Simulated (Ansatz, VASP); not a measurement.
# GaP in two plane-wave programs, part 2 of 2

One calculation is typed for both programs; each brings its own data sets. How far apart do they land? The cell is taken from a series of runs on this material, whose earlier steps may have relaxed, scaled, displaced or heated it; both programs get it as it stands.

VASP 6.6.1 and Ansatz 0.2.0.

So far: The starting structure; Ansatz: G0W0 gap, LDA.

### Step 3. VASP: G0W0 gap, LDA

Level of this step: G0W0 on LDA; plane waves and PAW (Ga_d_GW, P_GW) (VASP).

The same cell, functional (in two slightly different forms) and mesh now go to VASP, with its own data sets.

Lines of VASP's logs that name or quote its potential files are left out, and so is its time.

The run reads the wave functions of an earlier VASP run, which isn't shown here.

Contents of INCAR:

```
SYSTEM = GaP
PREC = Accurate
ENCUT = 430
ISMEAR = 0
SIGMA = 0.01
LREAL = .FALSE.
GGA = CA
NBANDS = 192
ALGO = EVGW0
NELMGW = 1
ENCUTGW = 160
NOMEGA = 64
PRECFOCK = Fast
NBANDSGW = 24
LWAVE = .FALSE.
LCHARG = .FALSE.
```

Contents of POSCAR:

```
GaP
1.0
    0.0000000000      2.6979975000      2.7469196256
    2.6979975000      0.0000000000      2.7469196256
    2.6979975000      2.6979975000      0.0000000000
Ga P
1 1
Direct
    0.0000000000      0.0000000000      0.0000000000
    0.7500000000      0.7500000000      0.7500000000
```

Contents of KPOINTS:

```
Automatic mesh
0
Gamma
6 6 6
0 0 0
```

Potentials, in the order of the species: Ga_d_GW and P_GW (LDA family, release 64).

Run with:

```console
$ mpirun -np 8 vasp_std
```

Numbers of over 12 decimals in the logs are rounded to 6 here.

What it wrote:

```text
[banner, memory and clock lines left out]
running    8 mpi-ranks, on    1 nodes
 distrk:  each k-point on    8 cores,    1 groups
 distr:  one band on    1 cores,    8 groups

 POSCAR found type information on POSCAR GaP
 POSCAR found :  2 types and       2 ions
|                                                                             |
|           W    W    AA    RRRRR   N    N  II  N    N   GGGG   !!!           |
|           W    W   A  A   R    R  NN   N  II  NN   N  G    G  !!!           |
|           W    W  A    A  R    R  N N  N  II  N N  N  G       !!!           |
|           W WW W  AAAAAA  RRRRR   N  N N  II  N  N N  G  GGG   !            |
|           WW  WW  A    A  R   R   N   NN  II  N   NN  G    G                |
|           W    W  A    A  R    R  N    N  II  N    N   GGGG   !!!           |
|                                                                             |
|     For optimal performance we recommend to set                             |
|       NCORE = 2 up to number-of-cores-per-socket                            |
|     NCORE specifies how many cores store one orbital (NPAR=cpu/NCORE).      |
|     This setting can greatly improve the performance of VASP for DFT.       |
|     The default, NCORE=1 might be grossly inefficient on modern             |
|     multi-core architectures or massively parallel machines. Do your        |
|     Unfortunately you need to use the default for GW and RPA                |
|     calculations (for HF NCORE is supported but not extensively tested      |
|     yet).                                                                   |
|                                                                             |

|                                                                             |
|           W    W    AA    RRRRR   N    N  II  N    N   GGGG   !!!           |
|           W    W   A  A   R    R  NN   N  II  NN   N  G    G  !!!           |
|           W    W  A    A  R    R  N N  N  II  N N  N  G       !!!           |
|           W WW W  AAAAAA  RRRRR   N  N N  II  N  N N  G  GGG   !            |
|           WW  WW  A    A  R   R   N   NN  II  N   NN  G    G                |
|           W    W  A    A  R    R  N    N  II  N    N   GGGG   !!!           |
|                                                                             |
|     The default for ENCUTGWSOFT is different in this version of VASP.       |
|     please manually set ENCUTGWSOFT =160 in the INCAR file.                 |
|                                                                             |

 LDA part: xc-table for (Slater(with rela. corr.)+CA(PZ))
 , standard interpolation
 found WAVECAR, reading the header
 POSCAR, INCAR and KPOINTS ok, starting setup
 FFT: planning ... GRIDC
 FFT: planning ... GRID_SOFT
 FFT: planning ... GRID
 reading WAVECAR
 the WAVECAR file was read successfully
 initial charge from wavefunction
 available memory per node:     86.59 GB, setting MAXMEM to     88672

 The Fermi energy was updated, please check that it is located mid-gap
 values below the HOMO (VB) or above the LUMO (CB) will cause erroneous energies
 E-fermi :   5.0219

 calculate exact exchange contribution
 the WAVEDER file was read successfully
energies w=
    0.000    0.000    0.433    0.000    0.864    0.000    1.294    0.000
    1.721    0.000    2.144    0.000    2.563    0.000    2.977    0.000
    3.386    0.000    3.789    0.000    4.187    0.000    4.579    0.000
    4.965    0.000    5.347    0.000    5.724    0.000    6.096    0.000
    6.464    0.000    6.830    0.000    7.192    0.000    7.553    0.000
    7.912    0.000    8.270    0.000    8.629    0.000    8.990    0.000
    9.352    0.000    9.717    0.000   10.086    0.000   10.460    0.000
   10.841    0.000   11.229    0.000   11.626    0.000   12.033    0.000
   12.452    0.000   12.886    0.000   13.335    0.000   13.802    0.000
   14.290    0.000   14.802    0.000   15.341    0.000   15.910    0.000
   16.515    0.000   17.160    0.000   17.852    0.000   18.598    0.000
   19.406    0.000   20.287    0.000   21.254    0.000   22.321    0.000
   23.507    0.000   24.838    0.000   26.342    0.000   28.060    0.000
   30.042    0.000   32.357    0.000   35.097    0.000   38.396    0.000
   42.440    0.000   47.516    0.000   54.072    0.000   62.855    0.000
   75.215    0.000   93.863    0.000  125.159    0.000  188.392    0.000
 responsefunction array rank=     192
 LDA part: xc-table for (Slater(with rela. corr.)+CA(PZ))
 , standard interpolation

 min. memory requirement per mpi rank    343.9 MB, per node   2751.1 MB

 allocating   8 responsefunctions rank=   192
 shmem allocating  64 responsefunctions rank=   192
 response function shared by NCSHMEM nodes    1
 Doing            8  frequencies on each core in blocks of           64
NQ=   1    0.0000    0.0000    0.0000,
|.........|.........|.........|.........|.........|.........|.........|.........
 performed        987000 updates of chi_q(r,r)
 total number of BLAS operations        225.74 Gflops
NQ=   2    0.1667   -0.0000    0.0000,
|.........|.........|.........|.........|.........|.........|.........|.........
 performed       3099000 updates of chi_q(r,r)
 total number of BLAS operations        725.67 Gflops
NQ=   3    0.3333   -0.0000    0.0000,
|.........|.........|.........|.........|.........|.........|.........|.........
 performed       5211000 updates of chi_q(r,r)
 total number of BLAS operations       1291.59 Gflops
NQ=   4    0.5000   -0.0000    0.0000,
|.........|.........|.........|.........|.........|.........|.........|.........
 performed       6917000 updates of chi_q(r,r)
 total number of BLAS operations       1734.00 Gflops
NQ=   5    0.1667    0.1667    0.0000,
|.........|.........|.........|.........|.........|.........|.........|.........
 performed       8163000 updates of chi_q(r,r)
 total number of BLAS operations       2032.34 Gflops
NQ=   6    0.3333    0.1667    0.0000,
|.........|.........|.........|.........|.........|.........|.........|.........
 performed      10275000 updates of chi_q(r,r)
 total number of BLAS operations       2610.70 Gflops
NQ=   7    0.5000    0.1667    0.0000,
|.........|.........|.........|.........|.........|.........|.........|.........
 performed      12387000 updates of chi_q(r,r)
 total number of BLAS operations       3158.22 Gflops
NQ=   8   -0.3333    0.1667    0.0000,
|.........|.........|.........|.........|.........|.........|.........|.........
 performed      14499000 updates of chi_q(r,r)
 total number of BLAS operations       3705.74 Gflops
NQ=   9   -0.1667    0.1667    0.0000,
|.........|.........|.........|.........|.........|.........|.........|.........
 performed      16205000 updates of chi_q(r,r)
 total number of BLAS operations       4148.15 Gflops
NQ=  10    0.3333    0.3333    0.0000,
|.........|.........|.........|.........|.........|.........|.........|.........
 performed      17451000 updates of chi_q(r,r)
 total number of BLAS operations       4493.01 Gflops
NQ=  11    0.5000    0.3333    0.0000,
|.........|.........|.........|.........|.........|.........|.........|.........
 performed      19563000 updates of chi_q(r,r)
 total number of BLAS operations       5090.28 Gflops
NQ=  12   -0.3333    0.3333    0.0000,
|.........|.........|.........|.........|.........|.........|.........|.........
 performed      21269000 updates of chi_q(r,r)
 total number of BLAS operations       5562.67 Gflops
NQ=  13    0.5000    0.5000    0.0000,
|.........|.........|.........|.........|.........|.........|.........|.........
 performed      22256000 updates of chi_q(r,r)
 total number of BLAS operations       5848.00 Gflops
NQ=  14    0.1667    0.0000    0.1667,
|.........|.........|.........|.........|.........|.........|.........|.........
 performed      23953000 updates of chi_q(r,r)
 total number of BLAS operations       6254.47 Gflops
NQ=  15    0.3333   -0.0000    0.1667,
|.........|.........|.........|.........|.........|.........|.........|.........
 performed      26655000 updates of chi_q(r,r)
 total number of BLAS operations       6978.41 Gflops
NQ=  16    0.5000   -0.0000    0.1667,
|.........|.........|.........|.........|.........|.........|.........|.........
 performed      29357000 updates of chi_q(r,r)
 total number of BLAS operations       7686.61 Gflops
NQ=  17   -0.3333    0.0000    0.1667,
|.........|.........|.........|.........|.........|.........|.........|.........
 performed      32059000 updates of chi_q(r,r)
 total number of BLAS operations       8402.66 Gflops
NQ=  18   -0.1667    0.0000    0.1667,
|.........|.........|.........|.........|.........|.........|.........|.........
 performed      34392000 updates of chi_q(r,r)
 total number of BLAS operations       9007.51 Gflops
NQ=  19    0.5000    0.3333    0.1667,
|.........|.........|.........|.........|.........|.........|.........|.........
 performed      36725000 updates of chi_q(r,r)
 total number of BLAS operations       9660.32 Gflops
NQ=  20   -0.3333    0.3333    0.1667,
|.........|.........|.........|.........|.........|.........|.........|.........
 performed      39427000 updates of chi_q(r,r)
 total number of BLAS operations      10416.25 Gflops
NQ=  21   -0.1667    0.3333    0.1667,
|.........|.........|.........|.........|.........|.........|.........|.........
 performed      41539000 updates of chi_q(r,r)
 total number of BLAS operations      11000.88 Gflops
NQ=  22   -0.3333    0.5000    0.1667,
|.........|.........|.........|.........|.........|.........|.........|.........
 performed      43236000 updates of chi_q(r,r)
 total number of BLAS operations      11501.53 Gflops
NQ=  23    0.3333    0.0000    0.3333,
|.........|.........|.........|.........|.........|.........|.........|.........
 performed      44933000 updates of chi_q(r,r)
 total number of BLAS operations      11971.37 Gflops
NQ=  24    0.5000   -0.0000    0.3333,
|.........|.........|.........|.........|.........|.........|.........|.........
 performed      47635000 updates of chi_q(r,r)
 total number of BLAS operations      12719.24 Gflops
NQ=  25   -0.3333    0.0000    0.3333,
|.........|.........|.........|.........|.........|.........|.........|.........
 performed      49968000 updates of chi_q(r,r)
 total number of BLAS operations      13365.09 Gflops
NQ=  26    0.5000    0.1667    0.3333,
|.........|.........|.........|.........|.........|.........|.........|.........
 performed      52301000 updates of chi_q(r,r)
 total number of BLAS operations      14010.93 Gflops
NQ=  27   -0.3333    0.1667    0.3333,
|.........|.........|.........|.........|.........|.........|.........|.........
 performed      54634000 updates of chi_q(r,r)
 total number of BLAS operations      14684.85 Gflops
NQ=  28   -0.1667    0.5000    0.3333,
|.........|.........|.........|.........|.........|.........|.........|.........
 performed      56331000 updates of chi_q(r,r)
 total number of BLAS operations      15164.86 Gflops
NQ=  29    0.5000    0.0000    0.5000,
|.........|.........|.........|.........|.........|.........|.........|.........
 performed      57577000 updates of chi_q(r,r)
 total number of BLAS operations      15524.71 Gflops
NQ=  30   -0.3333    0.1667    0.5000,
|.........|.........|.........|.........|.........|.........|.........|.........
 performed      59154000 updates of chi_q(r,r)
 total number of BLAS operations      15970.84 Gflops
 resolving degeneracies of screened two electron integrals

 calculate QP shifts <psi_nk| G(iteration)W_0 |psi_nk>: iteration 1
 entering main loop
```

OUTCAR, selected parts (step 3):

```text
ion  position               nearest neighbor table
   1  0.000  0.000  0.000-   2 2.35   2 2.35   2 2.35   2 2.35
   2  0.750  0.750  0.750-   1 2.35   1 2.35   1 2.35   1 2.35

  LATTYP: Found a body centered tetragonal cell.
 ALAT       =     3.8155446557
 C/A-ratio  =     1.4398571493

 Subroutine GETGRP returns: Found  8 space group operations
 (whereof  8 operations were pure point group operations)

The static configuration has the point symmetry D_2d.

 Found     30 irreducible k-points:

   k-points           NKPTS =     30   k-points in BZ     NKDIM =    216   number of bands    NBANDS=    192

   dimension x,y,z NGX =    28 NGY =   28 NGZ =   28
   dimension x,y,z NGXF=    56 NGYF=   56 NGZF=   56

   ENCUT  =  430.0 eV  31.60 Ry    5.62 a.u.   6.51  6.51  6.45*2*pi/ulx,y,z

   NELECT =      18.0000    total number of electrons

  energy-cutoff  :      430.00
  volume of cell :       39.99
      direct lattice vectors                 reciprocal lattice vectors
     0.000000000  2.697997500  2.746919626    -0.185322633  0.185322633  0.182022071
     2.697997500  0.000000000  2.746919626     0.185322633 -0.185322633  0.182022071
     2.697997500  2.697997500  0.000000000     0.185322633  0.185322633 -0.182022071

 k-points in reciprocal lattice and weights: Automatic mesh
   0.00000000  0.00000000  0.00000000       0.005
   0.16666667 -0.00000000  0.00000000       0.037
   0.33333333 -0.00000000  0.00000000       0.037
   0.50000000 -0.00000000  0.00000000       0.019
   0.16666667  0.16666667  0.00000000       0.009
   0.33333333  0.16666667  0.00000000       0.037
   0.50000000  0.16666667  0.00000000       0.037
  -0.33333333  0.16666667  0.00000000       0.037
  -0.16666667  0.16666667  0.00000000       0.019
[...]
0.50000000  0.00000000  0.50000000       0.009
  -0.33333333  0.16666667  0.50000000       0.019

 E-fermi :   5.0219

 QP shifts <psi_nk| G(iteration)W_0 |psi_nk>: iteration 1
 for sc-GW calculations column KS-energies equals QP-energies in previous step
 and V_xc(KS)=  KS-energies - (<T + V_ion + V_H > + <T+V_H+V_ion>^1  + <V_x>^1)
 k-point   1 :       0.0000    0.0000    0.0000
  band No.  KS-energies  QP-energies   sigma(KS)   V_xc(KS)     V^pw_x(r,r')   Z            occupation Imag(sigma)
    ...
      6      -8.3101      -8.6578     -12.1193     -11.5705     -18.6922       0.6337       2.0000       0.9565
      7       4.2215       3.7653     -13.4186     -12.8198     -14.3472       0.7619       2.0000       0.0319
      8       4.3275       3.8730     -13.4018     -12.8057     -14.3101       0.7624       2.0000       0.0315
      9       4.3275       3.8730     -13.4018     -12.8057     -14.3101       0.7624       2.0000       0.0315
     10       6.0247       6.5685     -11.3243     -12.0320      -7.2318       0.7684       0.0000      -0.0408
     11       8.0597       8.4460     -10.3589     -10.8631      -5.9805       0.7661       0.0000      -0.0502
     12       8.0597       8.4460     -10.3589     -10.8631      -5.9805       0.7661       0.0000      -0.0502
     13       8.1000       8.4843     -10.3613     -10.8626      -5.9825       0.7665       0.0000      -0.0503
    ...

 k-point   2 :       0.1667   -0.0000    0.0000
  band No.  KS-energies  QP-energies   sigma(KS)   V_xc(KS)     V^pw_x(r,r')   Z            occupation Imag(sigma)
    ...
      6      -7.9486      -8.3248     -12.3303     -11.7441     -18.7924       0.6418       2.0000       0.9218
      7       1.8460       1.4250     -12.7294     -12.1628     -14.3419       0.7431       2.0000       0.0478
      8       3.8604       3.3997     -13.1823     -12.5767     -14.1957       0.7609       2.0000       0.0328
      9       3.9559       3.4972     -13.1796     -12.5777     -14.1718       0.7619       2.0000       0.0327
     10       6.6041       7.0797     -10.8693     -11.4884      -6.7463       0.7682       0.0000      -0.0439
     11       8.6292       9.0156     -10.5255     -11.0337      -5.9764       0.7603       0.0000      -0.0577
     12       8.6319       9.0202     -10.5376     -11.0488      -5.9815       0.7597       0.0000      -0.0579
     13       9.2284       9.6006     -10.9065     -11.4019      -6.1999       0.7514       0.0000      -0.0690
    ...

 k-point   3 :       0.3333   -0.0000    0.0000
  band No.  KS-energies  QP-energies   sigma(KS)   V_xc(KS)     V^pw_x(r,r')   Z            occupation Imag(sigma)
    ...
      6      -6.9801      -7.4076     -12.7904     -12.1482     -18.9390       0.6656       2.0000       0.8240
      7      -1.0235      -1.4602     -12.1838     -11.5668     -15.2215       0.7076       2.0000       0.1581
      8       3.2918       2.8084     -12.9919     -12.3529     -14.2127       0.7565       2.0000       0.0356
      9       3.4271       2.9477     -13.0018     -12.3683     -14.1903       0.7568       2.0000       0.0358
     10       6.0658       6.5139     -10.6583     -11.2378      -6.7079       0.7732       0.0000      -0.0433
     11       8.9607       9.3282     -10.2806     -10.7646      -5.6438       0.7593       0.0000      -0.0660
     12       9.0616       9.4354     -10.3280     -10.8215      -5.6443       0.7574       0.0000      -0.0681
     13      11.7617      12.0741     -10.3687     -10.7941      -4.7298       0.7343       0.0000      -0.1799
    ...

 k-point   4 :       0.5000   -0.0000    0.0000
  band No.  KS-energies  QP-energies   sigma(KS)   V_xc(KS)     V^pw_x(r,r')   Z            occupation Imag(sigma)
    ...
      6      -6.1864      -6.6462     -13.2836     -12.6066     -19.2056       0.6791       2.0000       0.7380
      7      -2.4897      -2.9051     -11.6423     -11.0485     -15.3175       0.6996       2.0000       0.2806
      8       3.0681       2.5730     -12.9413     -12.2863     -14.2502       0.7559       2.0000       0.0370
      9       3.2206       2.7303     -12.9574     -12.3088     -14.2306       0.7559       2.0000       0.0370
     10       5.8349       6.2748     -10.6711     -11.2396      -6.7917       0.7738       0.0000      -0.0426
     11       8.8472       9.1988     -10.1025     -10.5640      -5.5245       0.7618       0.0000      -0.0657
     12       8.9780       9.3359     -10.1333     -10.6039      -5.5018       0.7604       0.0000      -0.0682
     13      12.3620      12.5140      -8.6295      -8.8330      -3.0575       0.7469       0.0000      -0.2089
    ...

[... 4 further parts left out ...]
```

### Step 4. Side by side

Known differences besides the potentials themselves: the two LDA forms differ slightly; fixed occupations in Ansatz, narrow Gaussian smearing in VASP; the cutoff is 420 eV in Ansatz and 430 eV in VASP; VASP's log shows a relativistic correction to its local exchange, Ansatz's none; Ansatz integrates over frequency by contour deformation, VASP on a grid of NOMEGA points. Total energies have different zeros and are not compared.

Both answers:

| quantity | Ansatz | VASP | difference |
| --- | --- | --- | --- |
| G0W0 gap on the mesh (eV) | 2.03 | 2.05 | -0.02 |
| Kohn-Sham gap under it (eV) | 1.39 | 1.39 | 0.00 |

### Step 5. Outcome

```json
{"difference in G0W0 gap on the mesh (G0W0 gap, LDA)": "-0.020 eV"}
```

**Reading.** The difference in G0W0 gap on the mesh is -0.020 eV (G0W0 gap, LDA). Such differences can come from data sets, numerical settings and the points named under the comparisons, not from the functional's error against experiment.

[Lines on the potential files, build, host, timing and source positions are cut from VASP's logs without a mark.]

[Logs are printed without paths, hosts, clocks, repeated set-up lines and the standing remarks that a program may print on its own settings, such as how far it seeks lower states.]

[Hosts, paths, dates, database ids (printed as entryN), source tags and the programs' standing remarks are cut or masked in the printed files.]
